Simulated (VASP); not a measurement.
Method: PBE GGA with D3 dispersion (Becke-Johnson damping), VASP's PBE PAW potentials (set 64) (plane waves; VASP).

VASP input:

**KPOINTS**
```
Automatic mesh
0
Gamma
10 10 10
0 0 0
```

INCAR:
```
ALGO=Normal
EDIFF=1E-7
ENCUT=520
GGA=PE
ISIF=2
ISMEAR=1
IVDW=12
LASPH=T
LCHARG=F
LMAXMIX=4
LREAL=F
LWAVE=F
NELM=100
PREC=Accurate
SIGMA=0.1
SYSTEM=Ba
```

File POSCAR:
```
Ba
1
   -2.4703363750     2.4703363750     2.4703363750
    2.4703363750    -2.4703363750     2.4703363750
    2.4703363750     2.4703363750    -2.4703363750
Ba
1
Direct
  0.0000000000   0.0000000000   0.0000000000
```

POTCAR, in this order: Ba_sv (PBE.64 set). Program: vasp_std.

The resulting files:

### OUTCAR
```
 ion  position               nearest neighbor table
   1  0.000  0.000  0.000-
  LATTYP: Found a body centered cubic cell.
 ALAT       =     4.9406727500
 Subroutine PRICEL returns:
 Original cell was already a primitive cell.
 Subroutine GETGRP returns: Found 48 space group operations
The static configuration has the point symmetry O_h .
The dynamic configuration has the point symmetry O_h .
 Subroutine INISYM returns: Found 48 space group operations
 Subroutine IBZKPT returns following result:
 Found     47 irreducible k-points:

 Following reciprocal coordinates:
            Coordinates               Weight
  0.000000  0.000000  0.000000      1.000000
  0.100000  0.000000  0.000000     12.000000
  0.200000  0.000000  0.000000     12.000000
  0.300000  0.000000  0.000000     12.000000
  0.400000  0.000000  0.000000     12.000000
  0.500000  0.000000  0.000000      6.000000
  0.100000  0.100000  0.000000     24.000000
  0.200000  0.100000  0.000000     48.000000
  0.300000  0.100000  0.000000     48.000000
  0.400000  0.100000  0.000000     48.000000
  0.200000  0.200000  0.000000     24.000000
  0.300000  0.200000  0.000000     48.000000
  0.400000  0.200000  0.000000     24.000000
  0.300000  0.300000  0.000000     24.000000
  0.100000  0.100000  0.100000      8.000000
  0.200000  0.100000  0.100000     24.000000
  0.300000  0.100000  0.100000     24.000000
  0.400000  0.100000  0.100000     12.000000
 -0.100000  0.100000  0.100000      6.000000
  0.200000  0.200000  0.100000     24.000000
  0.300000  0.200000  0.100000     48.000000
 -0.200000  0.200000  0.100000     24.000000
  0.300000  0.300000  0.100000      8.000000
 -0.300000  0.300000  0.100000     24.000000
 -0.200000  0.300000  0.100000     24.000000
...
```

### OSZICAR
```
       N       E                     dE             d eps       ncg     rms          rms(c)
DAV:   1     0.580650206214E+02    0.58065E+02   -0.43134E+03   846   0.912E+02
DAV:   2     0.674775968587E+00   -0.57390E+02   -0.56601E+02  1014   0.152E+02
DAV:   3    -0.185065638280E+01   -0.25254E+01   -0.24950E+01  1080   0.359E+01
DAV:   4    -0.190074846073E+01   -0.50092E-01   -0.49936E-01  1260   0.439E+00
DAV:   5    -0.190206875098E+01   -0.13203E-02   -0.13202E-02  1168   0.413E-01    0.171E+00
DAV:   6    -0.190093959929E+01    0.11292E-02   -0.29308E-03  1132   0.648E-01    0.102E+00
DAV:   7    -0.190091172925E+01    0.27870E-04   -0.69184E-03   963   0.105E+00    0.449E-02
DAV:   8    -0.190111517733E+01   -0.20345E-03   -0.38312E-04  1324   0.129E-01    0.289E-02
DAV:   9    -0.190112141922E+01   -0.62419E-05   -0.94382E-06  1179   0.308E-02    0.715E-03
DAV:  10    -0.190112259672E+01   -0.11775E-05   -0.28690E-06  1204   0.125E-02    0.267E-03
DAV:  11    -0.190112272366E+01   -0.12694E-06   -0.59287E-07  1013   0.913E-03    0.818E-04
DAV:  12    -0.190112254848E+01    0.17519E-06   -0.38341E-08   608   0.185E-03    0.851E-05
DAV:  13    -0.190112255559E+01   -0.71145E-08   -0.50454E-09   536   0.486E-04
   1 F= -.21088478E+01 E0= -.21085828E+01  d E =-.794916E-03
```

OUTCAR:
```
------------------------ aborting loop because EDIFF is reached ----------------------------------------
 Edisp (eV)   -0.20773
  FORCE on cell =-STRESS in cart. coord.  units (eV):
  Direction    XX          YY          ZZ          XY          YZ          ZX
  --------------------------------------------------------------------------------------
  Total      -0.01101    -0.01101    -0.01101     0.00000    -0.00000     0.00000
  in kB      -0.29250    -0.29250    -0.29250     0.00000    -0.00000     0.00000
  external pressure =       -0.29 kB  Pullay stress =        0.00 kB
  volume of cell :       60.30
      direct lattice vectors                 reciprocal lattice vectors
    -2.470336375  2.470336375  2.470336375     0.000000000  0.202401586  0.202401586
     2.470336375 -2.470336375  2.470336375     0.202401586  0.000000000  0.202401586
     2.470336375  2.470336375 -2.470336375     0.202401586  0.202401586  0.000000000
 POSITION                                       TOTAL-FORCE (eV/Angst)
 -----------------------------------------------------------------------------------
      0.00000      0.00000      0.00000         0.000000      0.000000      0.000000
 -----------------------------------------------------------------------------------
    total drift:                                0.000000      0.000000     -0.000000
  FREE ENERGIE OF THE ION-ELECTRON SYSTEM (eV)
  ---------------------------------------------------
  free  energy   TOTEN  =        -2.1088478131 eV

  energy  without entropy=       -2.1080528970  energy(sigma->0) =       -2.10858284
```
(Selected blocks of OUTCAR.)

The compound is Ba in the bcc structure. It was relaxed first.
